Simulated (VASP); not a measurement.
Energy against volume of LiF (rock salt). All values below come from vdW-DF2, VASP's PBE PAW potentials (set 64) (plane waves; VASP 6.6.1). Settings: 520 eV cut-off, 11×11×11 Γ-centred mesh, Gaussian smearing of 0.050 eV, potentials Li_sv F.

```tsv
V (Å³/atom)	E (eV/atom)
8.146	-3.76863
8.398	-3.77140
8.650	-3.77074
8.902	-3.76714
```

Task: Fit these four points and predict the energy of the run at 7.894 Å³/atom.

Result: A cubic in V^(−2/3), the third-order Birch-Murnaghan form, passes through the four points with V0 = 8.47 Å³/atom and B0 = 70 GPa, and gives -3.7619 eV/atom there. The run gave -3.7619 eV/atom, -0.0 meV/atom from the fit; all five points give B0 = 70 GPa.

The compound is LiF in the rock salt structure. It was relaxed first.
